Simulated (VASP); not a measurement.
Output of a VASP run:

### OSZICAR
```
       N       E                     dE             d eps       ncg     rms          rms(c)
DAV:   1     0.113358899646E+03    0.11336E+03   -0.83562E+03   696   0.128E+03
DAV:   2    -0.487690624354E+01   -0.11824E+03   -0.10836E+03   904   0.321E+02
DAV:   3    -0.943937973633E+01   -0.45625E+01   -0.45488E+01   904   0.596E+01
DAV:   4    -0.957585378300E+01   -0.13647E+00   -0.13604E+00  1044   0.828E+00
DAV:   5    -0.957714612945E+01   -0.12923E-02   -0.12923E-02   868   0.104E+00    0.625E+00
DAV:   6    -0.832674477170E+01    0.12504E+01   -0.44300E+00   760   0.178E+01    0.356E+00
DAV:   7    -0.829800264357E+01    0.28742E-01   -0.12250E-01   928   0.310E+00    0.212E+00
DAV:   8    -0.829354102819E+01    0.44616E-02   -0.58067E-02   760   0.280E+00    0.205E-01
DAV:   9    -0.829536947857E+01   -0.18285E-02   -0.63189E-03   944   0.652E-01    0.122E-01
DAV:  10    -0.829593949502E+01   -0.57002E-03   -0.86658E-04   764   0.289E-01    0.609E-02
DAV:  11    -0.829608550817E+01   -0.14601E-03   -0.33612E-04   752   0.147E-01    0.190E-02
DAV:  12    -0.829607882263E+01    0.66855E-05   -0.57110E-05   888   0.626E-02    0.726E-03
DAV:  13    -0.829607834939E+01    0.47324E-06   -0.52903E-06   752   0.224E-02
   1 F= -.82960783E+01 E0= -.82986772E+01  d E =0.779654E-02
```

OUTCAR:
```
------------------------ aborting loop because EDIFF is reached ----------------------------------------
  FORCE on cell =-STRESS in cart. coord.  units (eV):
  Direction    XX          YY          ZZ          XY          YZ          ZX
  --------------------------------------------------------------------------------------
  Total       -0.1367243     -0.1367243     -0.1367243     -0.0000000     -0.0000000     -0.0000000
  in kB       -5.3920549     -5.3920549     -5.3920549     -0.0000000     -0.0000000     -0.0000000
  external PRESSURE =      -5.3920549 kB  Pullay stress =       0.0000000 kB
  volume of cell :       40.63
      direct lattice vectors                 reciprocal lattice vectors
     0.000000000  2.728500000  2.728500000    -0.183250870  0.183250870  0.183250870
     2.728500000  0.000000000  2.728500000     0.183250870 -0.183250870  0.183250870
     2.728500000  2.728500000  0.000000000     0.183250870  0.183250870 -0.183250870
  FREE ENERGIE OF THE ION-ELECTRON SYSTEM (eV)
  ---------------------------------------------------
  free  energy   TOTEN  =        -8.2960783494 eV

  energy  without entropy=       -8.3038748897  energy(sigma->0) =       -8.29867720
```
(Selected blocks of OUTCAR.)

File POSCAR:
```
KF
1
    0.0000000000     2.7285000000     2.7285000000
    2.7285000000     0.0000000000     2.7285000000
    2.7285000000     2.7285000000     0.0000000000
K F
1 1
Direct
  0.0000000000   0.0000000000   0.0000000000
  0.5000000000   0.5000000000   0.5000000000
```

Question: Reconstruct the remaining input files.

Answer: This is not unique; one that fits is the input of the run itself, PBE GGA, plane waves, VASP's PBE PAW potentials (set 64).

### INCAR
```
ALGO  =  Normal
EDIFF  =  1E-6
ENCUT  =  520
GGA  =  PE
ISIF  =  2
ISMEAR  =  1
LASPH  =  .TRUE.
LCHARG  =  .FALSE.
LREAL  =  .FALSE.
LWAVE  =  .FALSE.
NELM  =  100
PREC  =  Accurate
SIGMA  =  0.1
SYSTEM  =  KF
```

KPOINTS:
```
Automatic mesh
0
Gamma
8 8 8
0 0 0
```

POTCAR, in this order: K_sv F (PBE.64 set). Program: vasp_std.

The compound is KF in the rock salt structure. The cell was not relaxed at this level. The run is one of a series of settings (ISMEAR = 1, SIGMA = 0.1 against the base run), some of them coarse on purpose.
